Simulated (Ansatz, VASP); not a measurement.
# Cross-check of SnH2 between VASP and Ansatz, part 2 of 2

Wanted: the spread between two codes on one cell, functional and k mesh. The cell is generated by rule, not measured, and may not be a known phase. The cell is taken from a series of runs on this material, whose earlier steps may have relaxed, scaled, displaced or heated it; both programs get it as it stands.

VASP 6.6.1 and Ansatz 0.2.0.

So far: The structure; VASP: zone-centre phonons, PBE.

The structure was built from a prototype and need not be the compound's stable phase.

**3. Ansatz: zone-centre phonons, PBE**

Level of this step: Ansatz beside VASP: Kohn-Sham DFT, plane waves, PBE (Ansatz).

Ansatz runs on its default PAW (the set named soft_2) files.

The same cell, functional, mesh and smearing now go to Ansatz, which takes its cutoff from its data sets.

Contents of input.yaml:

```yaml
crystal:
  lattice:
    - [4.8575969519, 0.0, 0.0]
    - [0.0, 4.8575969519, 0.0]
    - [0.0, 0.0, 3.6419952209]
  atoms:
    - { symbol: Sn, position: [0.0, 0.0, 0.0] }
    - { symbol: Sn, position: [0.5, 0.5, 0.5] }
    - { symbol: H, position: [0.3110725174, 0.3110725174, 0.0] }
    - { symbol: H, position: [0.6889274826, 0.6889274826, 0.0] }
    - { symbol: H, position: [0.8110725174, 0.1889274826, 0.5] }
    - { symbol: H, position: [0.1889274826, 0.8110725174, 0.5] }
kpoints:
  mp_grid: { grid: [8, 8, 12] }
hamiltonian:
  xc: pbe
scf:
  occupations: { method: methfessel_paxton, width: 0.2 }
output:
  eigenvalues: true
phonons:
  method: dfpt
```

Started as:

```
ansatz run input.yaml --threads 8 --pin off --max-ram 14336MiB --backend cpu --events-out ev --progress --plain --runs-dir out
```

Numbers of over 12 decimals in the logs are rounded to 6 here.

Output:

```text
zone centre: on kpoints.mp_grid the ground state, and the responses unless they are solved on pairs of k-points, stand on 238 of the mesh's 768 k-points, reduced under 2 symmetry operations, with k and −k counted as one. Each operation leaves every solved displacement unchanged or reverses it
Engine: ansatz 0.2.0, aarch64-unknown-linux-gnu
Pseudopotentials: kind: paw
Pseudopotential: Sn, paw, valence charge 14, recommended cutoff 420 eV (normal), Sn.paw.azcp
Pseudopotential: H, paw, valence charge 1, recommended cutoff 420 eV (normal), H.paw.azcp
Functional definition: PBE
  parameter kappa = 0.804
  parameter beta = 0.066725
  exchange = pbe_x(kappa = kappa, mu = beta*pi^2/3)
  correlation = pbe_c(beta = beta)
Crystal: 6 atoms, lattice volume = 85.937 Å³
Basis set: ecut = 420 eV, 1665 PW (Γ), exchange–correlation on 72×72×60 points (8 copies of the dense FFT grid, shifted against one another)
Bands: 22, of which v1, the nominal top of the filled ones, is band 16 counted from 1 (15 counted from 0)
Symmetry: 16 space group operations
k-points: 238 of 768 (irreducible under 2 space group operations, time reversal used)
Non-local potential: Sn, projectors of the file, l = 0: 2, l = 1: 2, l = 2: 2, l = 3: 2
Non-local potential: H, projectors of the file, l = 0: 2, l = 1: 1
PAW form: soft (Blöchl's): semilocal exchange-correlation on the pseudo side does not see the compensation charge
PAW one-centre angular grid: Sn, 590 points (default); XC on 64 Gauss nodes
PAW one-centre angular grid: H, 110 points (default); XC on 64 Gauss nodes
Initial density: superposition of atomic densities (neutral atoms: chi_scale 0, normalization atom), corrected by the library's trained network
Initial wavefunctions: pseudopotential atomic-orbital guess
Functional: x = pbe(κ = 0.804, μ = 0.219515), c = pbe(β = 0.066725)
SCF iter   1: F=—  HF=-12109.071632 eV  |F-HF|=—  |Δ(HF+E_count)|=         —  Δρ=3.14e-3  dr2=1.05e-2  ethr=1.77e-3  ⟨swp⟩=5.7  Hψ=24835  notcnv=0
preconditioner: auto → Kerker (q_TF=auto, 2.314 Å⁻¹)  [metal: Δε(μ)=0.058 eV  Ē_g=18.854 eV  σ=0.200 eV  W_gap=0.24  n_scr=18 (ndim 8)  ℏωp=22.7 eV  f_vac=0.000  D(μ)=1.24/eV (n_scr^D=4)]
SCF iter   2: F=—  HF=-12109.068323 eV  |F-HF|=—  |Δ(HF+E_count)|=   3.31e-3  S|Δr|=    0.00e0  Δρ=1.62e-3  dr2=2.76e-3  ethr=3.28e-5  ⟨swp⟩=2.1  Hψ=10882  notcnv=0
SCF iter   3: F=—  HF=-12109.067769 eV  |F-HF|=—  |Δ(HF+E_count)|=   5.53e-4  S|Δr|=    0.00e0  Δρ=4.39e-4  dr2=2.61e-4  ethr=8.62e-6  ⟨swp⟩=2.2  Hψ=6181  notcnv=0
SCF iter   4: F=—  HF=-12109.067717 eV  |F-HF|=—  |Δ(HF+E_count)|=   5.25e-5  S|Δr|=    0.00e0  Δρ=2.12e-4  dr2=4.50e-5  ethr=8.16e-7  ⟨swp⟩=3.0  Hψ=9060  notcnv=0
SCF iter   5: F=—  HF=-12109.067720 eV  |F-HF|=—  |Δ(HF+E_count)|=   3.66e-6  S|Δr|=    0.00e0  Δρ=5.33e-5  dr2=1.79e-6  ethr=1.41e-7  ⟨swp⟩=2.0  Hψ=8706  notcnv=0
SCF iter   6: F=—  HF=-12109.067720 eV  |F-HF|=—  |Δ(HF+E_count)|=   2.74e-7  S|Δr|=    0.00e0  Δρ=1.41e-5  dr2=1.45e-7  ethr=5.59e-9  ⟨swp⟩=2.0  Hψ=8852  notcnv=0
SCF iter   7: F=—  HF=-12109.067720 eV  |F-HF|=—  |Δ(HF+E_count)|=   1.60e-8  S|Δr|=    0.00e0  Δρ=2.17e-6  dr2=4.67e-9  ethr=4.52e-10  ⟨swp⟩=2.0  Hψ=8871  notcnv=0
SCF iter   8: F=—  HF=-12109.067720 eV  |F-HF|=—  |Δ(HF+E_count)|=   3.75e-9  S|Δr|=    0.00e0  Δρ=9.06e-7  dr2=9.31e-10  ethr=1.46e-11  ⟨swp⟩=2.0  Hψ=6520  notcnv=0
SCF iter   9: F=—  HF=-12109.067720 eV  |F-HF|=—  |Δ(HF+E_count)|=  5.28e-11  S|Δr|=    0.00e0  Δρ=1.34e-7  dr2=2.83e-11  ethr=2.91e-12  ⟨swp⟩=2.0  Hψ=8863  notcnv=0
SCF iter  10: F=-12109.067720 eV  HF=-12109.067720 eV  |F-HF|=3.64e-12  |Δ(HF+E_count)|=  2.18e-11  S|Δr|=    0.00e0  Δρ=3.43e-8  dr2=1.32e-12  ethr=1.00e-12  ⟨swp⟩=8.4  Hψ=24509  notcnv=0
SCF 1 converged in 10 iterations: F = -12109.067720 eV  dr2 = 1.32e-12
  greatest PAW one-centre occupation: 0.992 electrons in one spin orbital (limit 2), on the Sn atom at site 1 (counted from 0), in its partial waves of l = 2
DFPT response loops at Γ: preconditioner auto → Kerker (q_TF=auto, 2.314 Å⁻¹) (partly filled bands, converged f_vac=0.000); β = 1.00, the filter's whole step (`scf.mixing.beta` (0.50) is not read by the response loops under this deck's `scf.mixing.preconditioner`; to damp them name `kerker` or `kerker_dos`, under which they read `scf.mixing.beta`, and type it under 1.00, their step now; both keys bind the ground state too); Broyden in place of MSR1
SCF converged after 10 iterations
Stability not checked: this state was not tested for a lower state beside it, because cold or Methfessel-Paxton smearing, or corrected tetrahedra, fill the levels in a way that the test cannot read (fill_not_monotonic; see scf.lower_state_search)
Free energy (F): -12109.067720 eV
Harris-Foulkes:  -12109.067720 eV  (|F-HF|=3.64e-12)
Internal energy: -12109.069345 eV  (E = F + TS)
E sigma→0 (E₀):  -12109.068126 eV
Entropy (-TS):   0.001625 eV (0.271 meV/atom)
Fermi energy:    6.895419 eV
--- Per-component energies (eV) ---
  E_band       = -282.055524
  E_kinetic    = 421.490338
  E_local      = -2210.347009  (includes V_loc(G=0)·N_el)
  E_nonlocal   = -60.262016
  E_hartree    = 1254.335675
  E_xc         = -800.154407
  E_vxc        = -236.766980  (∫ρ·V_xc dr)
  E_paw        = -8269.598129  (= ΣΔE_a)
  E_vpaw       = -704.836984  (= ΣTr[D̂ρ^β])
  E_aug_tail   = -0.004216  (compensation charges beyond the density's cutoff)
  E_ewald      = -2444.529580
  E_smearing   = 0.001625  (= −TS)
  E_closure    = 0.000000  (closes the sum)
  Σ components = -12109.067720   (vs F -12109.067720, Δ=0.00e0)
--- Band table (eV; the first three rows and the last of 238) ---
  k-point 0: bands = [... 12 lower, 1.4516, 1.4516, 4.8987, 8.2632, 8.8632, 9.2457, 9.2457, 11.3586, ... 2 higher]
  k-point 1: bands = [... 12 lower, 1.5200, 1.5200, 4.3957, 8.5324, 8.9366, 9.2945, 9.2945, 9.9684, ... 2 higher]
  k-point 2: bands = [... 12 lower, 1.7182, 1.7182, 3.3133, 8.3856, 9.0210, 9.1570, 9.3599, 9.3599, ... 2 higher]
  k-point 237: bands = [... 12 lower, 1.7839, 1.7839, 2.1277, 2.1277, 5.7684, 5.7684, 12.2162, 12.2162, ... 2 higher]
--- Phonons (Γ-DFPT): 4 representative perturbations + reference, on 238 of 768 k-points (Σ response iterations 12) ---
  k mesh reduced under 2 symmetry operations, with k and −k counted as one. Each operation leaves every solved displacement unchanged or reverses it
  ASR residual: 2.373e-5 → 0.000e0 eV/Å²; symmetrization residual: 5.584e-7 eV/Å²
  ASR residual per site (eV/Å²): 2.37e-5 2.37e-5 2.88e-6 2.88e-6 2.88e-6 2.88e-6
  Γ frequencies (cm⁻¹): -557.38 -342.61 0.00 0.00 0.00 72.08 97.54 97.54 237.18 237.18 265.76 450.48 450.48 570.75 570.75 621.38 658.08 976.83
  non-analytic LO–TO correction: not included (Born effective charges unavailable; polar crystals: no LO–TO splitting at Γ)
```

**4. Differences**

Known differences besides the potentials themselves: the cutoff is 420 eV in Ansatz and 500 eV in VASP. Total energies have different zeros and are not compared.

Both answers:

| quantity | Ansatz | VASP | difference |
| --- | --- | --- | --- |
| optical mode 1 (imaginary, printed as negative) (cm⁻¹) | -557.4 | -562.2 | +4.8 |
| optical mode 2 (imaginary, printed as negative) (cm⁻¹) | -342.6 | -338.9 | -3.7 |
| optical mode 3 (cm⁻¹) | 72.1 | 72.4 | -0.45 % |
| optical mode 4 to 5 (cm⁻¹) | 97.5 | 103.4 | -5.63 % |
| optical mode 6 to 7 (cm⁻¹) | 237.2 | 246.1 | -3.61 % |
| optical mode 8 (cm⁻¹) | 265.8 | 266.7 | -0.36 % |
| optical mode 9 to 10 (cm⁻¹) | 450.5 | 453.7 | -0.70 % |
| optical mode 11 to 12 (cm⁻¹) | 570.8 | 571.2 | -0.08 % |
| optical mode 13 (cm⁻¹) | 621.4 | 622.9 | -0.24 % |
| optical mode 14 (cm⁻¹) | 658.1 | 663.6 | -0.84 % |
| optical mode 15 (cm⁻¹) | 976.8 | 982.4 | -0.57 % |

Modes are paired by rising frequency, not by their patterns, so a pair may set unlike modes beside each other; they are those without the splitting of longitudinal modes.

**5. What came out**

```json
{
 "r.m.s. difference of the optical zone-centre modes, each program's sorted by frequency (zone-centre phonons, PBE)": "4.8 cm⁻¹",
 "difference in optical mode 4 to 5 (zone-centre phonons, PBE)": "-5.6 %"
}
```

What this shows: The r.m.s. difference of the optical zone-centre modes, each program's sorted by frequency is 4.8 cm⁻¹ (zone-centre phonons, PBE). Among the rows given in per cent, the largest difference of the zone-centre phonons, PBE pair is in optical mode 4 to 5, -5.6 %. How closely two codes agree says nothing of how well the functional describes the real material.

[Lines on the potential files, build, host, timing and source positions are cut from VASP's logs without a mark.]

[Logs are printed without paths, hosts, clocks, repeated set-up lines and the standing remarks that a program may print on its own settings, such as how far it seeks lower states.]

[Hosts, paths, dates, database ids (printed as entryN), source tags and the programs' standing remarks are cut or masked in the printed files.]
